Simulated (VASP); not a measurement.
An input for Quantum ESPRESSO's pw.x (written as the equivalent of a VASP run, and not itself run):

```
&CONTROL
  calculation = 'scf'
  pseudo_dir = './pseudo'
  outdir = './out'
  tprnfor = .true.
  tstress = .true.
/
&SYSTEM
  ibrav = 0
  nat = 6
  ntyp = 2
  ecutwfc = 84
  occupations = 'smearing'
  smearing = 'fermi-dirac'
  degauss = 0.00735
  input_dft = 'pbesol'
  nspin = 2
  starting_magnetization(2) = 0.2
/
&ELECTRONS
  conv_thr = 7.3e-08
  electron_maxstep = 100
/
ATOMIC_SPECIES
  Ta 180.948 Ta.upf
  V 50.941 V.upf
CELL_PARAMETERS angstrom
     0.0000000    3.5800000    3.5800000
     3.5800000    0.0000000    3.5800000
     3.5800000    3.5800000    0.0000000
ATOMIC_POSITIONS crystal
  Ta   0.0000000  0.0000000  0.0000000
  Ta   0.2500000  0.2500000  0.2500000
  V    0.6250000  0.6250000  0.6250000
  V    0.1250000  0.6250000  0.6250000
  V    0.6250000  0.6250000  0.1250000
  V    0.6250000  0.1250000  0.6250000
K_POINTS automatic
  5 5 5 0 0 0
```

Task: Write the VASP files for the same calculation (PBEsol).

Result: This is not unique; one that fits is 
### POSCAR
```
TaV2
1
    0.0000000000     3.5800000000     3.5800000000
    3.5800000000     0.0000000000     3.5800000000
    3.5800000000     3.5800000000     0.0000000000
Ta V
2 4
Direct
  0.0000000000   0.0000000000   0.0000000000
  0.2500000000   0.2500000000   0.2500000000
  0.6250000000   0.6250000000   0.6250000000
  0.1250000000   0.6250000000   0.6250000000
  0.6250000000   0.6250000000   0.1250000000
  0.6250000000   0.1250000000   0.6250000000
```

### INCAR
```
SYSTEM = TaV2
PREC = Accurate
ENCUT = 300
EDIFF = 1E-6
NELM = 100
ALGO = Normal
LREAL = .FALSE.
LASPH = .TRUE.
ISMEAR = -1
SIGMA = 0.1
GGA = PS
LMAXMIX = 6
LWAVE = .FALSE.
LCHARG = .FALSE.
ISIF = 2
ISPIN = 2
MAGMOM = 0.0 0.0 2.0 2.0 2.0 2.0
LORBIT = 11
```

File KPOINTS:
```
Automatic mesh
0
gamma
  5 5 5
0 0 0
```

POTCAR, in this order: Ta_pv V_sv (PBE.64 set). Program: vasp_std.

What does not carry over: the potentials are each code's own (VASP's PAW set, PseudoDojo norm-conserving files in pw.x), so ENCUT and ecutwfc are chosen apart and not converted; conv_thr bounds pw.x's estimated SCF error, while EDIFF bounds the energy change between steps; starting_magnetization is a fraction of the valence charge and MAGMOM a moment in μB, so they match only roughly.

The structure comes from a measured TaV2 entry of the Crystallography Open Database, whose conditions weren't checked. The cell was not relaxed at this level. The k-mesh is coarse (spacing up to 0.30 per Å, 2π included), so the numbers may not be converged in it.
